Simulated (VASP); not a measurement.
ScTaPb2O6:

```
Sc Ta Pb O
1.0
     0.00000    4.10526    4.10526
     4.10526    0.00000    4.10526
     4.10526    4.10526    0.00000
Sc Ta Pb O
1 1 2 6
Direct
  0.00000 0.00000 0.00000
  0.50000 0.50000 0.50000
  0.25000 0.25000 0.25000
  0.75000 0.75000 0.75000
  0.25618 0.25618 0.74382
  0.74382 0.74382 0.25618
  0.74382 0.25618 0.74382
  0.25618 0.74382 0.25618
  0.25618 0.74382 0.74382
  0.74382 0.25618 0.25618
```

The cell comes from a database or a generator and needn't be the stable form of this composition.

```yaml
Program: VASP 6.6.1
Task: relaxation of cell and atoms
Functional: PBEsol
Potentials_or_basis: VASP PAW PBE potentials, release 64 (Sc_sv, Ta_pv, Pb_d, O)
Cutoff: 600 eV
k_mesh: 6 × 6 × 6
Occupations: gaussian, width 0.03 eV
Spin: no spin polarisation
```

At the start: pressure -6.1 GPa; volume 13.84 Å³/atom.

Where does the relaxation end?

Over 5 steps the energy falls by 10.0 meV/atom and the volume is 13.33 Å³/atom (-3.7 %); space group Fm-3m (No. 225, to 0.05 Å).

Step by step:
```
step  energy change (eV)  largest force (eV/Å)  pressure (GPa)  volume (Å³)
   1              0.0000                0.1251           -6.14       138.37
   2              0.0585                0.8302            8.64       128.03
   3             -0.0947                0.2630           -0.21       133.68
   4             -0.0983                0.1655            0.03       133.01
   5             -0.1004                0.0032           -0.06       133.26
```

Final structure:
```yaml
crystal:
  lattice:
    - [0.00000, 4.05408, 4.05408]
    - [4.05408, 0.00000, 4.05408]
    - [4.05408, 4.05408, 0.00000]
  atoms:
    - { symbol: Sc, position: [0.00000, 0.00000, 0.00000] }
    - { symbol: Ta, position: [0.50000, 0.50000, 0.50000] }
    - { symbol: Pb, position: [0.25000, 0.25000, 0.25000] }
    - { symbol: Pb, position: [0.75000, 0.75000, 0.75000] }
    - { symbol: O, position: [0.25565, 0.25565, 0.74435] }
    - { symbol: O, position: [0.74435, 0.74435, 0.25565] }
    - { symbol: O, position: [0.74435, 0.25565, 0.74435] }
    - { symbol: O, position: [0.25565, 0.74435, 0.25565] }
    - { symbol: O, position: [0.25565, 0.74435, 0.74435] }
    - { symbol: O, position: [0.74435, 0.25565, 0.25565] }
```

Caveat: the PAW data sets were made with another functional, which shifts forces and pressure a little.
